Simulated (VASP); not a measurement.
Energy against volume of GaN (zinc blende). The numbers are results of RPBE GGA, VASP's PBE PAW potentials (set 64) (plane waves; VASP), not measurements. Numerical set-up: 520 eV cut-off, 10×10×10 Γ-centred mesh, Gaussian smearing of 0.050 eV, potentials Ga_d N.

```
V (Å³/atom)  E (eV/atom)
-----------  -----------
11.309          -5.64333
11.670          -5.66201
12.031          -5.66801
12.392          -5.66324
```

Task: Fit these four points and predict the energy of the run at 12.753 Å³/atom.

Result: A cubic in V^(−2/3), the third-order Birch-Murnaghan form, passes through the four points with V0 = 12.04 Å³/atom and B0 = 158 GPa, and gives -5.6493 eV/atom there. The run gave -5.6493 eV/atom, -0.0 meV/atom from the fit; all five points give B0 = 158 GPa.

The compound is GaN in the zinc blende structure, a metastable form; wurtzite is the usual one. It was relaxed first.
